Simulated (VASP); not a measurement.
Output of a VASP run:

File OSZICAR:
```
       N       E                     dE             d eps       ncg     rms          rms(c)
DAV:   1     0.201660685866E+03    0.20166E+03   -0.15798E+04  1010   0.154E+03
DAV:   2    -0.394425455089E+01   -0.20560E+03   -0.20165E+03  1114   0.383E+02
DAV:   3    -0.126230925346E+02   -0.86788E+01   -0.86600E+01  1065   0.890E+01
DAV:   4    -0.126665799177E+02   -0.43487E-01   -0.43477E-01  1144   0.625E+00
DAV:   5    -0.126667396813E+02   -0.15976E-03   -0.15976E-03  1060   0.334E-01    0.995E+00
DAV:   6    -0.108776808422E+02    0.17891E+01   -0.54118E+00  1273   0.454E+01    0.716E+00
DAV:   7    -0.109191518722E+02   -0.41471E-01   -0.89216E-01   987   0.994E+00    0.413E+00
DAV:   8    -0.109102678354E+02    0.88840E-02   -0.17086E-01  1058   0.413E+00    0.758E-01
DAV:   9    -0.109006588990E+02    0.96089E-02   -0.43131E-02  1198   0.251E+00    0.983E-02
DAV:  10    -0.109012043946E+02   -0.54550E-03   -0.32167E-03  1003   0.740E-01    0.122E-01
DAV:  11    -0.109012924210E+02   -0.88026E-04   -0.18921E-04  1128   0.176E-01    0.480E-02
DAV:  12    -0.109013254958E+02   -0.33075E-04   -0.90306E-05   992   0.874E-02    0.162E-02
DAV:  13    -0.109013273561E+02   -0.18603E-05   -0.51423E-06  1121   0.210E-02    0.630E-03
DAV:  14    -0.109013272848E+02    0.71266E-07   -0.15382E-06   998   0.195E-02    0.163E-03
DAV:  15    -0.109013273423E+02   -0.57448E-07   -0.87020E-08   849   0.438E-03
   1 F= -.11354913E+02 E0= -.11354913E+02  d E =0.000000E+00
```

### OUTCAR
```
------------------------ aborting loop because EDIFF is reached ----------------------------------------
 Edisp (eV)   -0.45359
  FORCE on cell =-STRESS in cart. coord.  units (eV):
  Direction    XX          YY          ZZ          XY          YZ          ZX
  --------------------------------------------------------------------------------------
  Total       0.04507     0.04507     0.04507     0.00000    -0.00000     0.00000
  in kB       1.77328     1.77328     1.77328     0.00000    -0.00000     0.00000
  external pressure =        1.77 kB  Pullay stress =        0.00 kB
  volume of cell :       40.72
      direct lattice vectors                 reciprocal lattice vectors
     0.000000000  2.730665708  2.730665708    -0.183105533  0.183105533  0.183105533
     2.730665708  0.000000000  2.730665708     0.183105533 -0.183105533  0.183105533
     2.730665708  2.730665708  0.000000000     0.183105533  0.183105533 -0.183105533
 POSITION                                       TOTAL-FORCE (eV/Angst)
 -----------------------------------------------------------------------------------
      0.00000      0.00000      0.00000         0.000000     -0.000000      0.000000
      1.36533      1.36533      1.36533        -0.000000     -0.000000     -0.000000
      4.09600      4.09600      4.09600         0.000000      0.000000     -0.000000
 -----------------------------------------------------------------------------------
    total drift:                                0.000000     -0.000000      0.000000
  FREE ENERGIE OF THE ION-ELECTRON SYSTEM (eV)
  ---------------------------------------------------
  free  energy   TOTEN  =       -11.3549128957 eV

  energy  without entropy=      -11.3549128957  energy(sigma->0) =      -11.35491290

 total charge

# of ion       s       p       d       tot
------------------------------------------
    1        0.225   0.181   9.681  10.087
    2        1.739   4.333   0.000   6.072
    3        1.739   4.333   0.000   6.072
--------------------------------------------------
tot          3.703   8.847   9.681  22.232

 Electric field gradients after diagonalization (V/A^2)
 (convention: |V_zz| > |V_xx| > |V_yy|)
----------------------------------------------------------------------
 ion       V_xx      V_yy      V_zz     asymmetry (V_yy - V_xx)/ V_zz
----------------------------------------------------------------------
   1      -0.002    -0.002     0.004       0.000
   2       0.002     0.002    -0.004       0.000
   3       0.002     0.002    -0.004       0.000
```
(Selected blocks of OUTCAR.)

File POSCAR:
```
CdF2
1
    0.0000000000     2.7306657075     2.7306657075
    2.7306657075     0.0000000000     2.7306657075
    2.7306657075     2.7306657075     0.0000000000
Cd F
1 2
Direct
  0.0000000000   0.0000000000   0.0000000000
  0.2500000000   0.2500000000   0.2500000000
  0.7500000000   0.7500000000   0.7500000000
```

**Question.** Reconstruct the remaining input files.

**Answer.** This is not unique; one that fits is the input of the run itself, PBE GGA with D3 dispersion (zero damping), plane waves, VASP's PBE PAW potentials (set 64).

### INCAR
```
! general
SYSTEM  = CdF2
PREC    = Accurate
ENCUT   = 520
LREAL   = .FALSE.
LASPH   = .TRUE.

! electronic loop
EDIFF   = 1E-7
NELM    = 100
ALGO    = Normal
LMAXMIX = 4

! smearing
ISMEAR  = -5

! functional
GGA     = PE
IVDW    = 11

! ions
ISIF    = 2

! output
LWAVE   = .FALSE.
LCHARG  = .TRUE.
LORBIT  = 11
NEDOS   = 601

! other
LEFG    = .TRUE.
```

File KPOINTS:
```
Automatic mesh
0
Gamma
8 8 8
0 0 0
```

POTCAR, in this order: Cd F (PBE.64 set). Program: vasp_std.

The compound is CdF2 in the fluorite structure. It was relaxed first.
